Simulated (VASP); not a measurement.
**Cd2TeSe (space group R3m): computed properties**

Method: LDA (Ceperley-Alder, Perdew-Zunger), VASP's LDA PAW potentials (set 64) (plane waves; VASP 6.6.1).

- space group: R3m (160)
- cell: a = 4.3955 Å, b = 4.3955 Å, c = 21.4917 Å, α = 90.00°, β = 90.00°, γ = 120.00°
- volume per atom: 29.97 Å³/atom
- band gap (over mesh and band path): 0.11 eV
- smallest direct gap (over mesh and band path): 0.11 eV
- band-edge character: direct, Γ to Γ
- density: 5.98 g/cm³

```cif
data_Cd6Se3Te3
_chemical_formula_sum 'Cd6 Te3 Se3'
_space_group_name_H-M_alt 'R3m :H'
_space_group_IT_number 160
_space_group_name_Hall 'R 3 -2"'
_cell_length_a 4.39551
_cell_length_b 4.39551
_cell_length_c 21.49172
_cell_angle_alpha 90.000
_cell_angle_beta 90.000
_cell_angle_gamma 120.000
loop_
_atom_site_label
_atom_site_type_symbol
_atom_site_symmetry_multiplicity
_atom_site_Wyckoff_symbol
_atom_site_fract_x
_atom_site_fract_y
_atom_site_fract_z
_atom_site_occupancy
Cd1 Cd 3 a 0.00000 0.00000 0.00506 1
Cd2 Cd 3 a 0.00000 0.00000 0.49498 1
Te1 Te 3 a 0.00000 0.00000 0.62396 1
Se1 Se 3 a 0.00000 0.00000 0.12600 1
```
(The calculation used a cell of 4 atoms; values per cell refer to that cell.)

Unless said otherwise, spin-orbit coupling is left out, though it shifts the bands of the heavy elements here.

The structure comes from a computed database's Cd2TeSe entry (R3m); how it stands against other phases isn't given here. It was relaxed first, which changed the volume by -7 %. Symmetry was kept, so distortions that lower it aren't found.
